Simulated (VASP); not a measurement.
A VASP calculation is set up with these files.

### KPOINTS
```
Automatic mesh
0
gamma
  11 11 11
```

**INCAR**
```
! general
SYSTEM  =TiCo
PREC    =Accurate
ENCUT   =520   ! plane-wave cut-off (eV)
LREAL   =F   ! projection in real space or not
LASPH   =T   ! aspherical one-centre terms

! electronic loop
EDIFF   =1E-6   ! SCF stop (eV)
NELM    =100   ! most electronic steps
ALGO    =Normal   ! blocked Davidson
LMAXMIX =4

! smearing
ISMEAR  =1   ! Methfessel-Paxton
SIGMA   =0.1

! functional
GGA     =BO
LUSE_VDW=T
AGGAC   =0.0
PARAM1  =0.1833333333
PARAM2  =0.22

! ions
IBRION  =2   ! conjugate gradients
NSW     =60
ISIF    =3   ! ions, shape and volume
EDIFFG  =-0.01   ! ionic stop

! output
LWAVE   =F
LCHARG  =F
```

File POSCAR:
```
TiCo
1
    2.9900000000     0.0000000000     0.0000000000
    0.0000000000     2.9900000000     0.0000000000
    0.0000000000     0.0000000000     2.9900000000
Ti Co
1 1
Direct
  0.0000000000   0.0000000000   0.0000000000
  0.5000000000   0.5000000000   0.5000000000
```

POTCAR, in this order: Ti_sv Co (PBE.64 set). Program: vasp_std.

Translate this optB88-vdW calculation to Quantum ESPRESSO's pw.x.

One equivalent input (not run):
```
&CONTROL
  calculation = 'vc-relax'
  pseudo_dir = './pseudo'
  outdir = './out'
  tprnfor = .true.
  tstress = .true.
  nstep = 60
  forc_conv_thr = 0.00039
/
&SYSTEM
  ibrav = 0
  nat = 2
  ntyp = 2
  ecutwfc = 96
  occupations = 'smearing'
  smearing = 'methfessel-paxton'
  degauss = 0.00735
  input_dft = 'vdw-df-obk8'
/
&ELECTRONS
  conv_thr = 7.3e-08
  electron_maxstep = 100
/
&IONS
/
&CELL
/
ATOMIC_SPECIES
  Ti 47.867 Ti.upf
  Co 58.933 Co.upf
CELL_PARAMETERS angstrom
     2.9900000    0.0000000    0.0000000
     0.0000000    2.9900000    0.0000000
     0.0000000    0.0000000    2.9900000
ATOMIC_POSITIONS crystal
  Ti   0.0000000  0.0000000  0.0000000
  Co   0.5000000  0.5000000  0.5000000
K_POINTS automatic
  11 11 11 0 0 0
```
The two are equivalent in intent, not identical: the potentials are each code's own (VASP's PAW set, PseudoDojo norm-conserving files in pw.x), so ENCUT and ecutwfc are chosen apart and not converted; conv_thr bounds pw.x's estimated SCF error, while EDIFF bounds the energy change between steps; forc_conv_thr acts on force components and is met together with etot_conv_thr.

The compound is TiCo in the CsCl type structure. This run relaxes it. Symmetry was kept, so distortions that lower it aren't found.
